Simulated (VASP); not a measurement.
OSZICAR of a VASP run on Er (hcp):

### OSZICAR
```
       N       E                     dE             d eps       ncg     rms          rms(c)
DAV:   1    -0.118420405123E+01   -0.11842E+01   -0.88891E+03  4307   0.142E+03
DAV:   2    -0.659780002647E+02   -0.64794E+02   -0.63484E+02  4565   0.605E+02
DAV:   3    -0.690956018219E+02   -0.31176E+01   -0.29440E+01  4920   0.705E+01
DAV:   4    -0.692218396143E+02   -0.12624E+00   -0.12395E+00  4795   0.111E+01
DAV:   5    -0.692272698936E+02   -0.54303E-02   -0.53879E-02  4715   0.252E+00    0.295E+01
DAV:   6    -0.675817933329E+02    0.16455E+01   -0.36119E-01  4455   0.121E+01    0.160E+01
DAV:   7    -0.661215236159E+02    0.14603E+01   -0.54123E-01  4936   0.126E+01    0.122E+00
DAV:   8    -0.675001869683E+02   -0.13787E+01   -0.52334E-01  5196   0.929E+00    0.312E+00
DAV:   9    -0.673658336581E+02    0.13435E+00   -0.56657E-02  4384   0.340E+00    0.876E-01
DAV:  10    -0.673289208771E+02    0.36913E-01   -0.18780E-03  4511   0.649E-01    0.100E+00
DAV:  11    -0.673236427811E+02    0.52781E-02   -0.52054E-03  3535   0.103E+00    0.671E-01
DAV:  12    -0.673186479422E+02    0.49948E-02   -0.95312E-02  3784   0.364E+00    0.371E-01
DAV:  13    -0.673242720415E+02   -0.56241E-02   -0.38147E-03  4372   0.890E-01    0.206E-01
DAV:  14    -0.673243113366E+02   -0.39295E-04   -0.72753E-05  4516   0.151E-01    0.213E-01
DAV:  15    -0.673242690401E+02    0.42297E-04   -0.95982E-06  4670   0.509E-02    0.273E-01
DAV:  16    -0.673260975784E+02   -0.18285E-02   -0.10810E-03  4611   0.396E-01    0.351E-01
DAV:  17    -0.673258546853E+02    0.24289E-03   -0.96262E-05  4361   0.134E-01    0.307E-01
DAV:  18    -0.673255196266E+02    0.33506E-03   -0.16362E-04  4972   0.169E-01    0.360E-01
DAV:  19    -0.673256575270E+02   -0.13790E-03   -0.36738E-04  4295   0.209E-01    0.208E-01
DAV:  20    -0.673255464532E+02    0.11107E-03   -0.47189E-05  3631   0.763E-02    0.130E-01
DAV:  21    -0.673255520951E+02   -0.56418E-05   -0.17691E-05  4217   0.621E-02    0.136E-01
DAV:  22    -0.673254714021E+02    0.80693E-04   -0.21757E-05  4500   0.551E-02    0.160E-01
DAV:  23    -0.673254713691E+02    0.32948E-07   -0.45651E-07  3829   0.120E-02
   1 F= -.67325471E+02 E0= -.67325471E+02  d E =0.000000E+00
       N       E                     dE             ncg
```

Task: Which electronic solver shows in the log?

Result: It is blocked Davidson (ALGO = Normal, or the opening steps of other solvers). The INCAR had ALGO = Normal.

Task: Can the final energy be trusted as converged?

Result: The calculation finished and met its thresholds. It stopped with EDIFF = 1E-7, NELM = 100 (r2SCAN+rVV10, plane waves, VASP's PBE PAW potentials (set 64)). The 4f electrons are frozen in the core of the lanthanide potential, so 4f levels, which can set the real gap, and their magnetism are missing.

The compound is Er in the hcp structure. It was relaxed first.
